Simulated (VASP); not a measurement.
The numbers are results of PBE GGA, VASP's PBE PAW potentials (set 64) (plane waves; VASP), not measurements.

The input files of a VASP run:

### KPOINTS
```
Automatic mesh
0
Gamma
1 1 1
0 0 0
```

### INCAR
```
NELM = 100   # most electronic steps
IBRION = 2
EDIFFG = -0.03   # ionic stop
EDIFF = 1E-5   # SCF stop (eV)
ISYM = 0
LCHARG = .False.
LWAVE = .False.
ALGO = Fast   # Davidson, then RMM-DIIS
NSW = 60
NELMIN = 4
ENCUT = 400
LREAL = Auto
ISIF = 2   # forces and stress, cell fixed
SYSTEM = Ga27As26
SIGMA = 0.05   # width (eV)
LASPH = .True.   # aspherical one-centre terms
GGA = PE
PREC = Normal
ISMEAR = 0   # Gaussian
NELECT = 210.0
LMAXMIX = 4   # l cut-off of mixed one-centre charges
```

### POSCAR
```
Ga27As26
1
   -0.0000000000     8.6408795073     8.6408795073
    8.6408795073    -0.0000000000     8.6408795073
    8.6408795073     8.6408795073    -0.0000000000
Ga As
27 26
Direct
  0.0000000000   0.0000000000   0.0000000000
  0.0000000000   0.0000000000   0.3333330000
  0.0000000000   0.0000000000   0.6666670000
  0.0000000000   0.3333330000   0.0000000000
  0.0000000000   0.3333330000   0.3333330000
  0.0000000000   0.3333330000   0.6666670000
  0.0000000000   0.6666670000   0.0000000000
  0.0000000000   0.6666670000   0.3333330000
  0.0000000000   0.6666670000   0.6666670000
  0.3333330000   0.0000000000   0.0000000000
  0.3333330000   0.0000000000   0.3333330000
  0.3333330000   0.0000000000   0.6666670000
  0.3333330000   0.3333330000   0.0000000000
  0.3368200000   0.3295880000   0.3319890000
  0.3316050000   0.3373960000   0.6650490000
  0.3333330000   0.6666670000   0.0000000000
  0.3343640000   0.6654080000   0.3365720000
  0.3333330000   0.6666670000   0.6666670000
  0.6666670000   0.0000000000   0.0000000000
  0.6666670000   0.0000000000   0.3333330000
  0.6666670000   0.0000000000   0.6666670000
  0.6666670000   0.3333330000   0.0000000000
  0.6677150000   0.3333540000   0.3316590000
  0.6666670000   0.3333330000   0.6666670000
  0.6666670000   0.6666670000   0.0000000000
  0.6666670000   0.6666670000   0.3333330000
  0.6666670000   0.6666670000   0.6666670000
  0.0833330000   0.0833330000   0.0833330000
  0.0833330000   0.0833330000   0.4166670000
  0.0833330000   0.0833330000   0.7500000000
  0.0833330000   0.4166670000   0.0833330000
  0.0833330000   0.4166670000   0.4166670000
  0.0833330000   0.4166670000   0.7500000000
  0.0833330000   0.7500000000   0.0833330000
  0.0833330000   0.7500000000   0.4166670000
  0.0833330000   0.7500000000   0.7500000000
  0.4166670000   0.0833330000   0.0833330000
  0.4166670000   0.0833330000   0.4166670000
  0.4166670000   0.0833330000   0.7500000000
  0.4166670000   0.4166670000   0.0833330000
  0.4166670000   0.4166670000   0.7500000000
  0.4166670000   0.7500000000   0.0833330000
  0.4166670000   0.7500000000   0.4166670000
  0.4166670000   0.7500000000   0.7500000000
  0.7500000000   0.0833330000   0.0833330000
  0.7500000000   0.0833330000   0.4166670000
  0.7500000000   0.0833330000   0.7500000000
  0.7500000000   0.4166670000   0.0833330000
  0.7500000000   0.4166670000   0.4166670000
  0.7500000000   0.4166670000   0.7500000000
  0.7500000000   0.7500000000   0.0833330000
  0.7500000000   0.7500000000   0.4166670000
  0.7500000000   0.7500000000   0.7500000000
```

POTCAR, in this order: Ga As (PBE.64 set). Program: vasp_gam.

The run wrote:

### OSZICAR
```
       N       E                     dE             d eps       ncg     rms          rms(c)
DAV:   1     0.123566168983E+04    0.12357E+04   -0.75663E+04   264   0.112E+03
DAV:   2    -0.633342764340E+02   -0.12990E+04   -0.12379E+04   340   0.199E+02
DAV:   3    -0.206984539728E+03   -0.14365E+03   -0.14115E+03   312   0.697E+01
DAV:   4    -0.211822841551E+03   -0.48383E+01   -0.47542E+01   320   0.132E+01
DAV:   5    -0.211976841336E+03   -0.15400E+00   -0.15348E+00   336   0.222E+00    0.192E+01
RMM:   6    -0.206865177032E+03    0.51117E+01   -0.80419E+00   264   0.423E+00    0.111E+01
RMM:   7    -0.206297741735E+03    0.56744E+00   -0.11353E+01   268   0.479E+00    0.297E+00
RMM:   8    -0.206284830231E+03    0.12912E-01   -0.24704E+00   264   0.276E+00    0.133E+00
RMM:   9    -0.206164639242E+03    0.12019E+00   -0.29474E-01   264   0.101E+00    0.289E-01
RMM:  10    -0.206180498849E+03   -0.15860E-01   -0.12745E-01   270   0.508E-01    0.312E-01
RMM:  11    -0.206176094918E+03    0.44039E-02   -0.22807E-02   264   0.286E-01    0.472E-02
RMM:  12    -0.206176504984E+03   -0.41007E-03   -0.39656E-03   272   0.104E-01    0.418E-02
RMM:  13    -0.206176623147E+03   -0.11816E-03   -0.86189E-04   291   0.459E-02    0.344E-02
RMM:  14    -0.206176569804E+03    0.53342E-04   -0.29204E-04   274   0.263E-02    0.572E-03
RMM:  15    -0.206176574186E+03   -0.43810E-05   -0.70027E-05   223   0.124E-02
   1 F= -.20617657E+03 E0= -.20617657E+03  d E =-.206177E+03
       N       E                     dE             d eps       ncg     rms          rms(c)
DAV:   1    -0.206243663939E+03   -0.67094E-01   -0.15709E+00   304   0.253E+00    0.468E-01
RMM:   2    -0.206251924809E+03   -0.82609E-02   -0.11975E-01   264   0.668E-01    0.156E-01
RMM:   3    -0.206252984577E+03   -0.10598E-02   -0.19492E-02   280   0.263E-01    0.895E-02
RMM:   4    -0.206252999847E+03   -0.15270E-04   -0.34775E-03   274   0.108E-01    0.368E-02
RMM:   5    -0.206253078598E+03   -0.78751E-04   -0.85793E-04   292   0.512E-02    0.203E-02
RMM:   6    -0.206253093416E+03   -0.14817E-04   -0.15788E-04   272   0.234E-02    0.656E-03
RMM:   7    -0.206253096414E+03   -0.29980E-05   -0.39884E-05   186   0.115E-02
   2 F= -.20625310E+03 E0= -.20625310E+03  d E =-.765222E-01
       N       E                     dE             d eps       ncg     rms          rms(c)
DAV:   1    -0.206259002464E+03   -0.59090E-02   -0.21618E-01   304   0.943E-01    0.173E-01
RMM:   2    -0.206260133680E+03   -0.11312E-02   -0.16375E-02   264   0.248E-01    0.573E-02
RMM:   3    -0.206260281018E+03   -0.14734E-03   -0.26435E-03   278   0.981E-02    0.331E-02
RMM:   4    -0.206260282465E+03   -0.14462E-05   -0.47775E-04   273   0.403E-02    0.133E-02
RMM:   5    -0.206260294115E+03   -0.11651E-04   -0.11949E-04   256   0.192E-02    0.779E-03
RMM:   6    -0.206260296122E+03   -0.20063E-05   -0.20055E-05   167   0.841E-03
   3 F= -.20626030E+03 E0= -.20626030E+03  d E =-.837219E-01
       N       E                     dE             d eps       ncg     rms          rms(c)
DAV:   1    -0.206260359310E+03   -0.65195E-04   -0.26982E-03   320   0.105E-01    0.199E-02
RMM:   2    -0.206260374165E+03   -0.14855E-04   -0.20836E-04   263   0.282E-02    0.655E-03
RMM:   3    -0.206260376640E+03   -0.24743E-05   -0.35049E-05   178   0.114E-02    0.365E-03
RMM:   4    -0.206260377119E+03   -0.47968E-06   -0.72616E-06   152   0.479E-03
   4 F= -.20626038E+03 E0= -.20626038E+03  d E =-.838029E-01
       N       E                     dE             d eps       ncg     rms          rms(c)
DAV:   1    -0.206264765814E+03   -0.43892E-02   -0.71217E-02   288   0.529E-01    0.100E-01
RMM:   2    -0.206265102554E+03   -0.33674E-03   -0.48278E-03   264   0.140E-01    0.359E-02
RMM:   3    -0.206265142358E+03   -0.39805E-04   -0.78546E-04   276   0.555E-02    0.215E-02
RMM:   4    -0.206265140324E+03    0.20343E-05   -0.13409E-04   267   0.226E-02    0.835E-03
RMM:   5    -0.206265143993E+03   -0.36690E-05   -0.37707E-05   195   0.112E-02
   5 F= -.20626514E+03 E0= -.20626514E+03  d E =-.476687E-02
       N       E                     dE             d eps       ncg     rms          rms(c)
DAV:   1    -0.206266789358E+03   -0.16490E-02   -0.18449E-01   288   0.851E-01    0.162E-01
RMM:   2    -0.206267672292E+03   -0.88293E-03   -0.12611E-02   264   0.226E-01    0.580E-02
RMM:   3    -0.206267777853E+03   -0.10556E-03   -0.20785E-03   277   0.900E-02    0.350E-02
RMM:   4    -0.206267771419E+03    0.64335E-05   -0.35120E-04   267   0.366E-02    0.137E-02
RMM:   5    -0.206267780873E+03   -0.94542E-05   -0.10228E-04   263   0.182E-02    0.714E-03
RMM:   6    -0.206267781871E+03   -0.99743E-06   -0.23008E-05   168   0.875E-03
   6 F= -.20626778E+03 E0= -.20626778E+03  d E =-.740475E-02
       N       E                     dE             d eps       ncg     rms          rms(c)
DAV:   1    -0.206269801271E+03   -0.20204E-02   -0.13939E-01   288   0.759E-01    0.113E-01
RMM:   2    -0.206270442154E+03   -0.64088E-03   -0.80409E-03   264   0.177E-01    0.380E-02
RMM:   3    -0.206270571447E+03   -0.12929E-03   -0.13751E-03   273   0.737E-02    0.277E-02
RMM:   4    -0.206270580918E+03   -0.94710E-05   -0.23291E-04   267   0.305E-02    0.989E-03
RMM:   5    -0.206270587804E+03   -0.68863E-05   -0.56192E-05   210   0.145E-02
   7 F= -.20627059E+03 E0= -.20627059E+03  d E =-.280593E-02
       N       E                     dE             d eps       ncg     rms          rms(c)
DAV:   1    -0.206270724548E+03   -0.14363E-03   -0.11387E-02   312   0.217E-01    0.330E-02
RMM:   2    -0.206270782204E+03   -0.57655E-04   -0.69713E-04   264   0.524E-02    0.114E-02
RMM:   3    -0.206270794619E+03   -0.12415E-04   -0.12355E-04   240   0.220E-02    0.842E-03
RMM:   4    -0.206270796192E+03   -0.15730E-05   -0.20142E-05   166   0.900E-03
   8 F= -.20627080E+03 E0= -.20627080E+03  d E =-.301432E-02
       N       E                     dE             d eps       ncg     rms          rms(c)
DAV:   1    -0.206271745883E+03   -0.95126E-03   -0.39361E-02   288   0.405E-01    0.713E-02
RMM:   2    -0.206271964147E+03   -0.21826E-03   -0.27057E-03   264   0.105E-01    0.236E-02
RMM:   3    -0.206272000493E+03   -0.36345E-04   -0.43948E-04   279   0.418E-02    0.152E-02
RMM:   4    -0.206272001030E+03   -0.53739E-06   -0.70188E-05   242   0.168E-02
   9 F= -.20627200E+03 E0= -.20627200E+03  d E =-.120484E-02
```

File OUTCAR:
```
------------------------ aborting loop because EDIFF is reached ----------------------------------------
  FORCE on cell =-STRESS in cart. coord.  units (eV):
  Direction    XX          YY          ZZ          XY          YZ          ZX
  --------------------------------------------------------------------------------------
  Total        0.2570232      0.2980179      0.2790408      0.0084119      0.1048824      0.0331947
  in kB        0.3191384      0.3700403      0.3464770      0.0104448      0.1302295      0.0412169
  external PRESSURE =       0.3452186 kB  Pullay stress =       0.0000000 kB
  volume of cell :     1290.34
      direct lattice vectors                 reciprocal lattice vectors
     0.000000000  8.640879507  8.640879507    -0.057864480  0.057864480  0.057864480
     8.640879507  0.000000000  8.640879507     0.057864480 -0.057864480  0.057864480
     8.640879507  8.640879507  0.000000000     0.057864480  0.057864480 -0.057864480
  FREE ENERGIE OF THE ION-ELECTRON SYSTEM (eV)
  ---------------------------------------------------
  free  energy   TOTEN  =      -206.2720010302 eV

  energy  without entropy=     -206.2720010302  energy(sigma->0) =     -206.27200103

 reached required accuracy - stopping structural energy minimisation
```
(Selected blocks of OUTCAR.)

**CONTCAR**
```
Ga27As26
   1.00000000000000
     0.0000000000000000    8.6408795072999993    8.6408795072999993
     8.6408795072999993    0.0000000000000000    8.6408795072999993
     8.6408795072999993    8.6408795072999993    0.0000000000000000
  Ga              As
    27    26
Direct
     0.9998098731640046    0.9996799846559637    0.9997059425340392
     0.0013646759252939    0.0010715313324878    0.3320809860072566
     0.9997043588638356    0.9997014356398406    0.6675147145873849
     0.0013715499638279    0.3320687205303861    0.0011253485581580
     0.0013938762160569    0.3321197749048449    0.3321255345385085
     0.9995060111675971    0.3321719787944584    0.6673758527249048
     0.9997345827857902    0.6675125855580271    0.9997019432363127
     0.9997174542997902    0.6673477029462006    0.3321298066888402
     0.9990928765491844    0.6677724800985779    0.6675556856757597
     0.3322016152706467    0.0011636474811178    0.0010776586279758
     0.3320931994279009    0.0010868252678257    0.3320718600799081
     0.3321658827921861    0.9994543893882007    0.6679333032455431
     0.3320930344959188    0.3320603235676691    0.0010934686620299
     0.3324439396259883    0.3313342910104971    0.3317306534958846
     0.3319903495963163    0.3331730009374377    0.6693594618621311
     0.3321578937026755    0.6676678400517740    0.9996862548494927
     0.3324407755334169    0.6695184211657091    0.3329712059334585
     0.3322403575760045    0.6676182293151555    0.6678593680795479
     0.6675211615335506    0.9996973677440646    0.9996597186277173
     0.6679860819980790    0.9991329155612921    0.3320763168571106
     0.6672048518722909    0.9995923251008902    0.6676309082597313
     0.6676983554936811    0.3321284054734444    0.9991430859444275
     0.6708552918547583    0.3320069826967673    0.3316837229772767
     0.6675983656148680    0.3321145322575452    0.6675431754568872
     0.6673148067856282    0.6677724239977479    0.9993407464261954
     0.6678329694953424    0.6675037897862728    0.3321267710833373
     0.6666885955472008    0.6666756027168341    0.6667019484903134
     0.0832175854374811    0.0830874730692914    0.0830961561207284
     0.0831220526958824    0.0831154970104790    0.4172629930885300
     0.0829644020093920    0.0830116151369606    0.7503715220187717
     0.0831603638729784    0.4172604566513124    0.0831183724100099
     0.0839720914369959    0.4170982721103817    0.4171505978228612
     0.0833426171020305    0.4174631674335773    0.7485295251052024
     0.0829998426817671    0.7503375493856915    0.0830366170944574
     0.0837500971973757    0.7484534590459675    0.4172992651506631
     0.0829362398092243    0.7503812357882873    0.7503582785691459
     0.4172729834397638    0.0831018187607549    0.0830362743042026
     0.4175724047041418    0.0828734109033730    0.4174612587035705
     0.4170191576073313    0.0843775536923037    0.7482669860891136
     0.4173974163973406    0.4172699562178866    0.0832571154859834
     0.4172460151350817    0.4173829396232725    0.7485354571963146
     0.4171462293461171    0.7483748195959863    0.0841701712995898
     0.4174697473382615    0.7486025428314185    0.4175271699323281
     0.4166717077038897    0.7501001791712860    0.7503659526816218
     0.7504888585731169    0.0829236818772162    0.0828732090106395
     0.7487282568147670    0.0834271988817679    0.4172588824131022
     0.7503131310852854    0.0829457643501163    0.7503293001588710
     0.7487604160505453    0.4174018411657426    0.0831212918895218
     0.7487671244777834    0.4171954421114539    0.4171819565009332
     0.7501774595798807    0.4166507551705777    0.7497397739314544
     0.7503640118052926    0.7503644384088943    0.0829020091684930
     0.7504316750600105    0.7497336344207984    0.4166548577834706
     0.7496563254864343    0.7503307892041646    0.7500255625602860
```

OUTCAR:
```
 val. band max:        2.1242615390   @ k =   0.0000   0.0000   0.0000

 cond. band min:       2.6058053323   @ k =   0.0000   0.0000   0.0000


 Fermi energy:         2.3679026938

 k-point     1 :       0.0000    0.0000    0.0000
  band No.  band energies     occupation
      1     -10.0114      2.00000
      2      -9.0706      2.00000
      3      -9.0698      2.00000
      4      -9.0695      2.00000
      5      -9.0611      2.00000
      6      -9.0602      2.00000
      7      -9.0591      2.00000
      8      -9.0399      2.00000
      9      -8.8897      2.00000
     10      -8.6906      2.00000
     11      -8.6897      2.00000
     12      -8.6894      2.00000
     13      -8.6882      2.00000
     14      -8.6875      2.00000
     15      -8.4505      2.00000
     16      -8.0990      2.00000
     17      -8.0978      2.00000
     18      -8.0969      2.00000
     19      -8.0554      2.00000
     20      -8.0544      2.00000
     21      -8.0543      2.00000
     22      -8.0328      2.00000
     23      -8.0306      2.00000
     24      -8.0295      2.00000
     25      -8.0293      2.00000
     26      -8.0290      2.00000
     27      -4.2617      2.00000
     28      -3.9914      2.00000
     29      -3.9906      2.00000
     30      -3.9900      2.00000
     31      -3.9718      2.00000
     32      -3.9708      2.00000
     33      -3.9700      2.00000
     34      -3.9699      2.00000
     35      -3.9687      2.00000
     36      -3.8326      2.00000
     37      -3.8316      2.00000
     38      -3.8295      2.00000
     39      -3.4963      2.00000
     40      -3.0146      2.00000
     41      -3.0141      2.00000
     42      -2.9779      2.00000
     43      -2.9772      2.00000
     44      -2.9764      2.00000
     45      -2.9553      2.00000
     46      -2.9446      2.00000
     47      -2.9439      2.00000
     48      -2.9428      2.00000
     49      -2.9225      2.00000
     50      -2.7344      2.00000
     51      -2.7323      2.00000
...
```

The cell is charged, with a uniform compensating background. The supercell is sampled at Γ alone, which is coarse: total energies, pressure and levels can be off, energies of defects by several tenths of an eV.

The cell is a supercell with a defect, built from a database entry that may be metastable or hypothetical: vac_As, charge +1. The run is not spin-polarised, so no state with unpaired spins was tried.
